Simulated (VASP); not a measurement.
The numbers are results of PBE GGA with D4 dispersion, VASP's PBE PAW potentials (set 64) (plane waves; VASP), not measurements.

A VASP calculation is set up with these files.

### POSCAR
```
La
1
    1.8535268607    -3.2104029123     0.0000000000
    1.8535268607     3.2104029123     0.0000000000
   -0.0000000000     0.0000000000    11.8482364533
La
4
Direct
  0.0000000000   0.0000000000   0.5000000000
  0.0000000000   0.0000000000   0.0000000000
  0.3333330000   0.6666670000   0.2500000000
  0.6666670000   0.3333330000   0.7500000000
```

### INCAR
```
SYSTEM = La
PREC = Accurate
ENCUT = 520
EDIFF = 1E-7
NELM = 100
ALGO = Normal
LREAL = .FALSE.
LASPH = .TRUE.
ISMEAR = 0
SIGMA = 0.05
GGA = PE
IVDW = 13
LMAXMIX = 6
LWAVE = .FALSE.
LCHARG = .FALSE.
LORBIT = 11
ICHARG = 11
```

### KPOINTS
```
k-points along high-symmetry lines
10
Line-mode
Reciprocal
  0.000000   0.000000   0.000000 ! GAMMA
 -0.000000   0.500000   0.000000 ! M

 -0.000000   0.500000   0.000000 ! M
 -0.333333   0.666667   0.000000 ! K

 -0.333333   0.666667   0.000000 ! K
  0.000000   0.000000   0.000000 ! GAMMA

  0.000000   0.000000   0.000000 ! GAMMA
  0.000000   0.000000   0.500000 ! A

  0.000000   0.000000   0.500000 ! A
 -0.000000   0.500000   0.500000 ! L

 -0.000000   0.500000   0.500000 ! L
 -0.333333   0.666667   0.500000 ! H

 -0.333333   0.666667   0.500000 ! H
  0.000000   0.000000   0.500000 ! A

 -0.000000   0.500000   0.500000 ! L
 -0.000000   0.500000   0.000000 ! M

 -0.333333   0.666667   0.500000 ! H
 -0.333333   0.666667   0.000000 ! K
```

POTCAR, in this order: La (PBE.64 set). Program: vasp_std. Read from the step before: CHGCAR.

Output

File OSZICAR:
```
       N       E                     dE             d eps       ncg     rms          rms(c)
DAV:   1     0.572329845013E+03    0.57233E+03   -0.15049E+04  4704   0.235E+03
DAV:   2     0.118630745385E+03   -0.45370E+03   -0.44813E+03  7144   0.453E+02
DAV:   3    -0.247025512108E+01   -0.12110E+03   -0.11990E+03  8518   0.282E+02
DAV:   4    -0.178050938445E+02   -0.15335E+02   -0.15023E+02  8640   0.100E+02
DAV:   5    -0.198018965800E+02   -0.19968E+01   -0.19080E+01  9216   0.331E+01
DAV:   6    -0.200919903149E+02   -0.29009E+00   -0.27062E+00  9016   0.110E+01
DAV:   7    -0.201353256234E+02   -0.43335E-01   -0.41947E-01  9064   0.365E+00
DAV:   8    -0.201422625931E+02   -0.69370E-02   -0.67240E-02  8968   0.126E+00
DAV:   9    -0.201435004616E+02   -0.12379E-02   -0.12234E-02  8960   0.421E-01
DAV:  10    -0.201437386318E+02   -0.23817E-03   -0.23694E-03  9048   0.161E-01
DAV:  11    -0.201437858617E+02   -0.47230E-04   -0.47120E-04  7680   0.567E-02
DAV:  12    -0.201437955399E+02   -0.96783E-05   -0.96683E-05  7000   0.237E-02
DAV:  13    -0.201437975194E+02   -0.19795E-05   -0.19783E-05  6360   0.986E-03
DAV:  14    -0.201437979215E+02   -0.40206E-06   -0.40187E-06  4952   0.493E-03
DAV:  15    -0.201437980023E+02   -0.80840E-07   -0.81381E-07  4752   0.331E-03
   1 F= -.21367996E+02 E0= -.21365098E+02  d E =-.579688E-02
```

**OUTCAR**
```
 val. band max:        8.5176893669   @ k =   0.0000   0.1111   0.0000

 cond. band min:       8.5246720973   @ k =  -0.3333   0.6667   0.3333



 k-point     1 :       0.0000    0.0000    0.0000
  band No.  band energies     occupation
      1     -24.4340      2.00000
      2     -24.3110      2.00000
      3     -24.3017      2.00000
      4     -24.1733      2.00000
      5      -8.9537      2.00000
      6      -8.1803      2.00000
      7      -8.1781      2.00000
      8      -7.5603      2.00000
      9      -7.5603      2.00000
     10      -7.4556      2.00000
     11      -7.4556      2.00000
     12      -7.4407      2.00000
     13      -7.4407      2.00000
     14      -7.3325      2.00000
     15      -7.3325      2.00000
     16      -7.2881      2.00000
     17       5.2461      2.00000
     18       6.5660      2.00000
     19       6.5867      2.00000
     20       6.5964      2.00000
     21       8.9329      0.00000
     22       9.0816      0.00000
     23       9.6512      0.00000
     24       9.6995      0.00000
     25       9.7140      0.00000
     26       9.7876      0.00000

 k-point     2 :       0.0000    0.0556    0.0000
  band No.  band energies     occupation
      1     -24.4280      2.00000
      2     -24.3065      2.00000
      3     -24.2973      2.00000
      4     -24.1707      2.00000
      5      -8.9389      2.00000
      6      -8.1852      2.00000
      7      -8.1832      2.00000
      8      -7.5988      2.00000
      9      -7.5728      2.00000
     10      -7.4824      2.00000
     11      -7.4682      2.00000
     12      -7.4642      2.00000
     13      -7.4492      2.00000
     14      -7.3722      2.00000
     15      -7.3369      2.00000
     16      -7.2948      2.00000
     17       5.3346      2.00000
     18       6.6482      2.00000
     19       6.6703      2.00000
     20       6.6789      2.00000
     21       8.8019      0.00000
     22       9.0048      0.00000
     23       9.3549      0.00000
...
```

The density is held fixed in this step, so its total energy and stress have no physical meaning.

The compound is La in the dhcp structure. It was relaxed first, which changed the volume by -6 %.
